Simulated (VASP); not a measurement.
Consider the following.

```xyz
1
Lattice="0.0000 2.0293 2.0293 2.0293 0.0000 2.0293 2.0293 2.0293 0.0000" Properties=species:S:1:pos:R:3 pbc="T T T"
Ag     0.0000     0.0000     0.0000
```

Computed with vdW-DF-cx, VASP's PBE PAW potentials (set 64) (plane waves; VASP). Numerical set-up: 520 eV cut-off, 17×17×17 Γ-centred mesh, tetrahedra with Blöchl corrections, potentials Ag.

Task: Estimate the energy per atom (σ→0), band gap (on the k-mesh) with the smallest direct gap where there is one.

Result: 
| Quantity | Value |
|---|---|
| band gap (on the k-mesh) | none (metal, semimetal or under 0.01 eV) |
| energy per atom (σ→0) | 0.132 eV/atom |

Total energies compare only between runs with the same potentials, cut-off and functional.

The compound is Ag in the fcc structure. It was relaxed first.
